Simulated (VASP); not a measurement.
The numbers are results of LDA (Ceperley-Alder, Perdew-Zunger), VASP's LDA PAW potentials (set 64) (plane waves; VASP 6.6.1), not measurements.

VASP ran on this input.

KPOINTS:
```
Automatic mesh
0
Gamma
10 10 10
0 0 0
```

### POSCAR
```
InAs
1.0
  0.0000000000   3.0159854665   3.0159854665
  3.0159854665   0.0000000000   3.0159854665
  3.0159854665   3.0159854665   0.0000000000
In As
1 1
Direct
  0.0000000000   0.0000000000   0.0000000000
  0.2500000000   0.2500000000   0.2500000000
```

**INCAR**
```
# general
SYSTEM  = InAs
PREC    = Accurate
ENCUT   = 400
LREAL   = .FALSE.
LASPH   = .TRUE.

# electronic loop
EDIFF   = 1E-8
NELM    = 100
ALGO    = Normal
LMAXMIX = 4

# smearing
ISMEAR  = 1
SIGMA   = 0.1

# ions
IBRION  = 1
NSW     = 30
ISIF    = 2
EDIFFG  = -0.001

# output
LWAVE   = .FALSE.
LCHARG  = .FALSE.
```

POTCAR, in this order: In_d As (LDA.64 set). Program: vasp_std.

Unless said otherwise, spin-orbit coupling is left out, though it shifts the bands of the heavy elements here.

Task: Predict the energy per atom (σ→0), band gap (on the k-mesh).

Result: 
```json
{
  "energy per atom (σ→0)": "-4.514 eV/atom",
  "band gap (on the k-mesh)": "none (metal, semimetal or under 0.01 eV)"
}
```

File OSZICAR:
```
...
DAV:   8    -0.902902096677E+01    0.34825E-02   -0.12360E-02  1554   0.162E+00    0.232E-01
DAV:   9    -0.902887802046E+01    0.14295E-03   -0.93495E-04  1528   0.371E-01    0.131E-01
DAV:  10    -0.902890322396E+01   -0.25203E-04   -0.11363E-04  1938   0.170E-01    0.778E-02
DAV:  11    -0.902890867887E+01   -0.54549E-05   -0.48675E-05  1826   0.146E-01    0.814E-02
DAV:  12    -0.902890433227E+01    0.43466E-05   -0.96885E-06  1523   0.438E-02    0.105E-02
DAV:  13    -0.902890435633E+01   -0.24057E-07   -0.11103E-06  1447   0.690E-03    0.642E-03
DAV:  14    -0.902890435575E+01    0.57912E-09   -0.39772E-08  1437   0.329E-03
   1 F= -.90289044E+01 E0= -.90289923E+01  d E =-.902890E+01
```

The compound is InAs in the zinc blende structure. It was relaxed first. The start is the result of an earlier pass.
